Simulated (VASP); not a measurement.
Consider the following.

```
O2Si
1.0
    4.94025     0.00000     0.00000
   -2.47012     4.27838     0.00000
    0.00000     0.00000     5.45688
Si O
3 6
Direct
  0.53110   0.53110   0.00000
  0.46890   0.00000   0.33333
  0.00000   0.46890   0.66667
  0.26917   0.41270   0.78458
  0.58730   0.85647   0.11792
  0.14353   0.73083   0.45125
  0.41270   0.26917   0.21542
  0.85647   0.58730   0.88208
  0.73083   0.14353   0.54875
```

All values below come from PBEsol GGA, VASP's PBE PAW potentials (set 64) (plane waves; VASP). Run with 520 eV cut-off, 6×6×5 Γ-centred mesh, tetrahedra with Blöchl corrections, potentials Si O.

**Question.** Predict the energy per atom (σ→0), band gap (on the k-mesh) with the smallest direct gap where there is one.

**Answer.** 
| Item | Value |
|---|---|
| band gap (on the k-mesh) | 5.71 eV |
| smallest direct gap (on the k-mesh) | 6.01 eV |
| energy per atom (σ→0) | -8.223 eV/atom |

Total energies compare only between runs with the same potentials, cut-off and functional.

The structure comes from a computed database's SiO2 entry (P3_121); how it stands against other phases isn't given here. It was relaxed first.
